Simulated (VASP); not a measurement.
Data:

```
La2O3
1.0
    1.92666    -3.33707     0.00000
    1.92666     3.33707     0.00000
    0.00000     0.00000     5.99514
La O
2 3
Direct
  0.33333   0.66667   0.24700
  0.66667   0.33333   0.75300
  0.00000   0.00000   0.00000
  0.33333   0.66667   0.64700
  0.66667   0.33333   0.35300
```

Calculation: PBE GGA, VASP's PBE PAW potentials (set 64) (plane waves; VASP 6.6.1). Settings: 400 eV cut-off, 7×7×4 Γ-centred mesh, Fermi-Dirac smearing of 0.020 eV, potentials La O.

At this cut-off the stress carries a Pulay error, which pulls relaxed volumes low.

Question: Give the force on each atom (eV/Å).

Answer: 
```csv
atom,Fx,Fy,Fz
La1,0.000,0.000,-0.611
La2,0.000,0.000,0.611
O3,0.000,0.000,0.000
O4,0.000,0.000,-0.148
O5,0.000,0.000,0.148
```

Question: Give the stress tensor in GPa (positive for a compressed cell).

Answer: 
```
7.83  0.00  0.00
0.00  7.83  0.00
0.00  0.00  5.82
```
The pressure is its mean diagonal, 7.16 GPa.

The structure is a typed La2O3 crystal (P-3m1). The cell was not relaxed at this level.
